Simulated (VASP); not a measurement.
Crystal: InGa3As4.

```
CELL_PARAMETERS angstrom
5.74927 0.00000 0.00000
0.00000 -5.74927 0.00000
0.00000 0.00000 -5.74927
ATOMIC_POSITIONS crystal
In 0.00000 0.50000 0.50000
Ga 0.50000 0.00000 0.50000
Ga 0.50000 0.50000 0.00000
Ga 0.00000 0.00000 0.00000
As 0.25000 0.25000 0.25000
As 0.75000 0.75000 0.25000
As 0.75000 0.25000 0.75000
As 0.25000 0.75000 0.75000
```

The cell was built by a generator and needn't be a form met in nature.

| Item | Value |
| --- | --- |
| Program | VASP 6.6.1 |
| Task | relaxation of cell and atoms |
| Functional | PBEsol |
| Potentials or basis | VASP PAW PBE potentials, release 64 (In_d, Ga_d, As) |
| Cutoff | 600 eV |
| k mesh | 6 × 6 × 6 |
| Occupations | gaussian, width 0.03 eV |
| Spin | no spin polarisation |

At the start: pressure 1.4 GPa; volume 23.75 Å³/atom.

Question: Where does the relaxation end?

Answer: Over 7 steps the energy falls by 32.5 meV/atom and the volume is 24.04 Å³/atom (+1.2 %); space group P-43m (No. 215, to 0.05 Å).

Step by step:
```csv
step,energy change (eV),largest force (eV/Å),pressure (GPa),volume (Å³)
1,0.0000,1.3887,1.43,190.04
2,-0.2294,0.3299,-0.95,195.92
3,-0.2332,0.1754,-1.42,196.95
4,-0.2590,0.0446,0.19,191.56
5,-0.2598,0.0127,-0.02,192.30
6,-0.2598,0.0088,-0.07,192.40
7,-0.2598,0.0062,0.00,192.29
```

Final structure:
```
In Ga As
1.0
     5.77188    0.00000    0.00000
     0.00000   -5.77188    0.00000
     0.00000    0.00000   -5.77188
In Ga As
1 3 4
Direct
  0.00000 0.50000 0.50000
  0.50000 0.00000 0.50000
  0.50000 0.50000 0.00000
  0.00000 0.00000 0.00000
  0.25942 0.24058 0.24058
  0.74058 0.75942 0.24058
  0.74058 0.24058 0.75942
  0.25942 0.75942 0.75942
```

Caveat: the PAW data sets were made with another functional, which shifts forces and pressure a little.
